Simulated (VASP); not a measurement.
Output of a VASP run:

OUTCAR:
```
 ion  position               nearest neighbor table
   1  0.500  0.500  0.500-   2 2.81   2 2.81   2 2.81   2 2.81   2 2.81   2 2.81   2 2.81   2 2.81
  LATTYP: Found a simple cubic cell.
 ALAT       =     3.2500000000
 Subroutine PRICEL returns:
 Original cell was already a primitive cell.
 Subroutine GETGRP returns: Found 48 space group operations
The static configuration has the point symmetry O_h .
The dynamic configuration has the point symmetry O_h .
 Subroutine INISYM returns: Found 48 space group operations
 Subroutine IBZKPT returns following result:
 Found     35 irreducible k-points:

 Following reciprocal coordinates:
            Coordinates               Weight
  0.000000  0.000000  0.000000      1.000000
  0.111111  0.000000  0.000000      6.000000
  0.222222  0.000000  0.000000      6.000000
  0.333333  0.000000  0.000000      6.000000
  0.444444  0.000000  0.000000      6.000000
  0.111111  0.111111  0.000000     12.000000
  0.222222  0.111111  0.000000     24.000000
  0.333333  0.111111  0.000000     24.000000
  0.444444  0.111111  0.000000     24.000000
  0.222222  0.222222  0.000000     12.000000
  0.333333  0.222222  0.000000     24.000000
  0.444444  0.222222  0.000000     24.000000
  0.333333  0.333333  0.000000     12.000000
  0.444444  0.333333  0.000000     24.000000
  0.444444  0.444444  0.000000     12.000000
  0.111111  0.111111  0.111111      8.000000
  0.222222  0.111111  0.111111     24.000000
  0.333333  0.111111  0.111111     24.000000
  0.444444  0.111111  0.111111     24.000000
  0.222222  0.222222  0.111111     24.000000
  0.333333  0.222222  0.111111     48.000000
  0.444444  0.222222  0.111111     48.000000
  0.333333  0.333333  0.111111     24.000000
  0.444444  0.333333  0.111111     48.000000
  0.444444  0.444444  0.111111     24.000000
  0.222222  0.222222  0.222222      8.000000
  0.333333  0.222222  0.222222     24.000000
  0.444444  0.222222  0.222222     24.000000
  0.333333  0.333333  0.222222     24.000000
  0.444444  0.333333  0.222222     48.000000
  0.444444  0.444444  0.222222     24.000000
  0.333333  0.333333  0.333333      8.000000
  0.444444  0.333333  0.333333     24.000000
  0.444444  0.444444  0.333333     24.000000
  0.444444  0.444444  0.444444      8.000000
   k-points           NKPTS =     35   k-points in BZ     NKDIM =     35   number of bands    NBANDS=     15
   number of dos      NEDOS =    301   number of ions     NIONS =      2
   total plane-waves  NPLWV =  13824
   dimension x,y,z NGX =    24 NGY =   24 NGZ =   24
   dimension x,y,z NGXF=    48 NGYF=   48 NGZF=   48
   ions per type =               1   1
   PREC   = accura    normal or accurate (medium, high low for compatibility)
   ISTART =      0    job   : 0-new  1-cont  2-samecut
   ICHARG =      2    charge: 1-file 2-atom 10-const
   ISPIN  =      1    spin polarized calculation?
   LNONCOLLINEAR =      F non collinear calculations
   LSORBIT =      F    spin-orbit coupling
   INIWAV =      1    electr: 0-lowe 1-rand  2-diag
   ENCUT  =  400.0 eV  29.40 Ry    5.42 a.u.   5.30  5.30  5.30*2*pi/ulx,y,z
   NELM   =    100;   NELMIN=  2; NELMDL= -5     # of ELM steps
   EDIFF  = 0.1E-05   stopping-criterion for ELM
   LREAL  =      F    real-space projection
   NLSPLINE    = F    spline interpolate recip. space projectors
   LMAXMIX     =    4 max onsite mixed and CHGCAR
   VOSKOWN=      0    Vosko Wilk Nusair interpolation
   EDIFFG = 0.1E-04   stopping-criterion for IOM
   NSW    =      0    number of steps for IOM
   NBLOCK =      1;   KBLOCK =      1    inner block; outer block
   IBRION =     -1    ionic relax: 0-MD 1-quasi-New 2-CG
   NFREE  =      0    steps in history (QN), initial steepest desc. (CG)
   ISIF   =      2    stress and relaxation
   ISYM   =      2    0-nonsym 1-usesym 2-fastsym
   TEIN   =    0.0    initial temperature
   TEBEG  =    0.0;   TEEND  =   0.0 temperature during run
   SMASS  =  -3.00    Nose mass-parameter (am)
...
```

File OSZICAR:
```
       N       E                     dE             d eps       ncg     rms          rms(c)
DAV:   1     0.144935899076E+03    0.14494E+03   -0.97488E+03  1073   0.166E+03
DAV:   2    -0.219642819170E+01   -0.14713E+03   -0.14374E+03  1085   0.375E+02
DAV:   3    -0.880677144322E+01   -0.66103E+01   -0.65978E+01  1330   0.868E+01
DAV:   4    -0.891486188605E+01   -0.10809E+00   -0.10808E+00  1326   0.105E+01
DAV:   5    -0.891932331276E+01   -0.44614E-02   -0.44614E-02  1575   0.179E+00    0.685E+00
DAV:   6    -0.874538677678E+01    0.17394E+00   -0.41718E-01  1288   0.101E+01    0.326E+00
DAV:   7    -0.870841606541E+01    0.36971E-01   -0.73244E-02  1421   0.544E+00    0.140E+00
DAV:   8    -0.870183582313E+01    0.65802E-02   -0.18622E-02  1204   0.140E+00    0.393E-01
DAV:   9    -0.870111582284E+01    0.72000E-03   -0.18898E-03  1386   0.784E-01    0.507E-02
DAV:  10    -0.870112054731E+01   -0.47245E-05   -0.45490E-05  1408   0.112E-01    0.231E-02
DAV:  11    -0.870112190551E+01   -0.13582E-05   -0.45109E-06  1246   0.230E-02    0.326E-03
DAV:  12    -0.870112226537E+01   -0.35986E-06   -0.32669E-07   672   0.612E-03
   1 F= -.87011223E+01 E0= -.87017787E+01  d E =0.196916E-02
```

**OUTCAR**
```
------------------------ aborting loop because EDIFF is reached ----------------------------------------
  FORCE on cell =-STRESS in cart. coord.  units (eV):
  Direction    XX          YY          ZZ          XY          YZ          ZX
  --------------------------------------------------------------------------------------
  Total        1.3639181      1.3639181      1.3639181     -0.0000000      0.0000000     -0.0000000
  in kB       63.6573855     63.6573855     63.6573855     -0.0000000      0.0000000     -0.0000000
  external PRESSURE =      63.6573855 kB  Pullay stress =       0.0000000 kB
  volume of cell :       34.33
      direct lattice vectors                 reciprocal lattice vectors
     3.250000000  0.000000000  0.000000000     0.307692308  0.000000000  0.000000000
     0.000000000  3.250000000  0.000000000     0.000000000  0.307692308  0.000000000
     0.000000000  0.000000000  3.250000000     0.000000000  0.000000000  0.307692308
 POSITION                                       TOTAL-FORCE (eV/Angst)
 -----------------------------------------------------------------------------------
      1.62500      1.62500      1.62500         0.000000      0.000000      0.000000
      0.00000      0.00000      0.00000         0.000000      0.000000      0.000000
 -----------------------------------------------------------------------------------
    total drift:                                0.000000      0.000000     -0.000000
  FREE ENERGIE OF THE ION-ELECTRON SYSTEM (eV)
  ---------------------------------------------------
  free  energy   TOTEN  =        -8.7011222654 eV

  energy  without entropy=       -8.7030914270  energy(sigma->0) =       -8.70177865
```
(Selected blocks of OUTCAR.)

POSCAR:
```
PdIn
1
    3.2500000000     0.0000000000     0.0000000000
    0.0000000000     3.2500000000     0.0000000000
    0.0000000000     0.0000000000     3.2500000000
In Pd
1 1
Direct
  0.5000000000   0.5000000000   0.5000000000
  0.0000000000   0.0000000000   0.0000000000
```

Question: Write an INCAR and KPOINTS that could have produced this output.

Answer: One answer among several that fit: the input of the run itself, PBE GGA, plane waves, VASP's PBE PAW potentials (set 64).

INCAR:
```
SYSTEM  =  PdIn
PREC  =  Accurate; ENCUT  =  400; LREAL  =  .FALSE.
LASPH  =  .TRUE.
EDIFF  =  1E-6; NELM  =  100; ALGO  =  Normal
LMAXMIX  =  4
ISMEAR  =  1; SIGMA  =  0.1
GGA  =  PE
ISIF  =  2
LWAVE  =  .FALSE.; LCHARG  =  .FALSE.
```

File KPOINTS:
```
Automatic mesh
0
Gamma
9 9 9
0 0 0
```

POTCAR, in this order: In_d Pd (PBE.64 set). Program: vasp_std.

The compound is PdIn in the CsCl type structure. The cell was not relaxed at this level. The electron count is odd and the run is not spin-polarised, which forces a metal.
